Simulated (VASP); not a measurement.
Method: G0W0 on PBE orbitals, VASP's PBE PAW potentials (set 64) (plane waves; VASP).

A VASP calculation is set up with these files.

File KPOINTS:
```
K-points
0
Gamma
 4 4 4
0 0 0
```

POSCAR:
```
AlN
1
    0.0000000000     2.1900000000     2.1900000000
    2.1900000000     0.0000000000     2.1900000000
    2.1900000000     2.1900000000     0.0000000000
Al N
1 1
Direct
  0.0000000000   0.0000000000   0.0000000000
  0.2500000000   0.2500000000   0.2500000000
```

**INCAR**
```
ALGO  =  EVGW0
ENCUT  =  500
ENCUTGW  =  150
GGA  =  PE
ISMEAR  =  0
LASPH  =  T
LCHARG  =  F
LREAL  =  F
LSPECTRALGW  =  T
LWAVE  =  F
NBANDS  =  64
NBANDSGW  =  12
NELMGW  =  1
NOMEGA  =  64
PREC  =  Normal
SIGMA  =  0.01
SYSTEM  =  AlN
```

POTCAR, in this order: Al_GW N_GW_new (PBE.64 set). Program: vasp_std. Read from the step before: WAVECAR, WAVEDER.

Q: What will the output report for the number of irreducible k-points (NKPTS), largest plane-wave count, number of space-group operations, FFT grid (NGX, NGY, NGZ)?

A: 
number of irreducible k-points (NKPTS): 8
largest plane-wave count: 544
number of space-group operations: 24
FFT grid (NGX, NGY, NGZ): 18 × 18 × 18

The compound is AlN in the zinc blende structure, a metastable form; wurtzite is the usual one. The cell was not relaxed at this level. The k-mesh is coarse (spacing up to 0.62 per Å, 2π included), so the numbers may not be converged in it.
